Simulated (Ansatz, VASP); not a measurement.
# Cross-check of BeH2 (BeH2 (Ibam)) between VASP and Ansatz, part 2 of 2

One calculation is typed for both programs; each brings its own data sets. How far apart do they land? The structure shown is the start of the Ansatz relaxation below; VASP solves that cell, so the two are compared at the walk's first step.

VASP 6.6.1 and Ansatz 0.2.0.

So far: Set-up; Ansatz: relaxation, PBEsol.

## (3) VASP: single point, PBEsol, start cell

Level of this step: PBEsol; plane waves and PAW (Be, H) (VASP).

The same cell, functional, mesh and smearing now go to VASP, with its own data sets.

Lines of VASP's logs that name or quote its potential files are left out, and so is its time.

File INCAR:

```
SYSTEM = BeH2
PREC = Accurate
ENCUT = 520
EDIFF = 1E-06
NELM = 120
ISMEAR = -1
SIGMA = 0.01
LREAL = Auto
ALGO = Normal
GGA = PS
NBANDS = 295
LORBIT = 11
LWAVE = .FALSE.
LCHARG = .FALSE.
ISIF = 2
LASPH = .TRUE.
GGA_COMPAT = .FALSE.
EFERMI = MIDGAP
```

File POSCAR:

```
BeH2
1.0
   11.9799784523      0.0000000000      0.0000000000
    3.9933261508     -8.7573595481      7.5377721599
    3.9933261508     -8.7573595481     -7.5377721599
Be H
72 144
Direct
    0.1666666455      0.1250000156      0.3750000102
    0.1666666455      0.3750000102      0.1250000156
    0.2622729400      0.4159532311      0.4159532311
    0.1831226910      0.1659532753      0.1659532753
    0.1502106000      0.3340467505      0.3340467505
    0.0710603891      0.0840467376      0.0840467376
    0.1666666306      0.1250000338      0.8750000178
    0.1666666306      0.3750000285      0.6250000231
    0.2622729251      0.4159532493      0.9159532387
    0.1831227141      0.1659532364      0.6659532258
    0.1502105851      0.3340467687      0.8340467581
    0.0710603742      0.0840467558      0.5840467452
    0.1666666306      0.6250000231      0.3750000285
    0.1666666306      0.8750000178      0.1250000338
    0.2622729251      0.9159532387      0.4159532493
    0.1831227141      0.6659532258      0.1659532364
    0.1502105851      0.8340467581      0.3340467687
    0.0710603742      0.5840467452      0.0840467558
    0.1666666538      0.6249999843      0.8749999790
    0.1666666538      0.8749999790      0.6249999843
    0.2622729102      0.9159532569      0.9159532569
    0.1831227827      0.6659532440      0.6659532440
    0.1502105702      0.8340467763      0.8340467763
    0.0710603593      0.5840467634      0.5840467634
    0.4999999662      0.1250000156      0.3750000102
    0.4999999662      0.3750000102      0.1250000156
    0.5956062607      0.4159532311      0.4159532311
    0.5164560952      0.1659532753      0.1659532753
    0.4835439207      0.3340467505      0.3340467505
    0.4043937098      0.0840467376      0.0840467376
[... 180 atom lines left out ...]
    0.6928730711      0.8401354266      0.8401354266
    0.8536130245      0.5901354137      0.5901354137
    0.7232709688      0.6217730395      0.9677776606
    0.9433956671      0.5322223598      0.8782269808
    0.7829714220      0.7822223545      0.6282269861
    0.7829714220      0.6282269861      0.7822223545
```

File KPOINTS:

```
Automatic mesh
0
Gamma
1 1 1
0 0 0
```

The projector-augmented-wave data sets are Be and H (PBE family, release 64).

On the command line:

```console
$ export OMP_NUM_THREADS=3
$ mpirun -np 1 vasp_gam
```

Numbers of over 12 decimals in the logs are rounded to 6 here.

What it wrote:

```text
[banner, memory and clock lines left out]
running    1 mpi-ranks, on    1 nodes
[...]
Offloading initialized ...    1 GPUs detected
[...]
|                                                                             |
|               ----> ADVICE to this user running VASP <----                  |
|                                                                             |
|     You enforced a specific xc type in the INCAR file but a different       |
|     [... a line on the potential file left out ...]
|     I HOPE YOU KNOW WHAT YOU ARE DOING!                                     |
|                                                                             |

 LDA part: xc-table for (Slater+PW92), standard interpolation
 POSCAR, INCAR and KPOINTS ok, starting setup
[...]
entering main loop
       N       E                     dE             d eps       ncg     rms          rms(c)
DAV:   1     0.979580986303E+03    0.97958E+03   -0.11962E+05   590   0.861E+02
DAV:   2    -0.590723649490E+03   -0.15703E+04   -0.12661E+04   860   0.181E+02
DAV:   3    -0.803009054789E+03   -0.21229E+03   -0.20801E+03   740   0.572E+01
DAV:   4    -0.807433594945E+03   -0.44245E+01   -0.44136E+01   764   0.804E+00
[...]
DAV:  11    -0.769297002923E+03   -0.10729E-03   -0.15863E-04   772   0.167E-02    0.233E-02
DAV:  12    -0.769297028481E+03   -0.25558E-04   -0.36390E-05   644   0.858E-03    0.608E-03
DAV:  13    -0.769297028631E+03   -0.15006E-06   -0.28446E-06   772   0.234E-03
   1 F= -.76929703E+03 E0= -.76929703E+03  d E =0.000000E+00
```

From OUTCAR (step 3):

```text
  FREE ENERGIE OF THE ION-ELECTRON SYSTEM (eV)
  ---------------------------------------------------
  free  energy   TOTEN  =      -769.2970286309 eV

  energy  without entropy=     -769.2970286309  energy(sigma->0) =     -769.29702863
```

The run ends at a pressure of 0.10 GPa, with forces up to 0.030 eV/Å.

## (4) Comparison

Known differences besides the potentials themselves: the cutoff is 420 eV in Ansatz and 520 eV in VASP (PREC = Accurate, projectors in real space); Ansatz makes its cores anew for this functional, VASP keeps those of its PBE data sets. Total energies have different zeros and are not compared.

At this near-relaxed geometry the largest component of a force difference is 12 meV/Å.

## (5) Summary of results

```json
{
 "r.m.s. force difference (single point, PBEsol, start cell)": "5.6 meV/Å"
}
```

The r.m.s. force difference is 5.6 meV/Å (single point, PBEsol, start cell), within the 12 meV/Å picked in this series as the mark of a large difference. 1 further run of this series is not shown here. How closely two codes agree says nothing of how well the functional describes the real material.

[Lines on the potential files, build, host, timing and source positions are cut from VASP's logs without a mark.]

[Logs are printed without paths, hosts, clocks, repeated set-up lines and the standing remarks that a program may print on its own settings, such as how far it seeks lower states.]

[Hosts, paths, dates, database ids (printed as entryN), source tags and the programs' standing remarks are cut or masked in the printed files.]
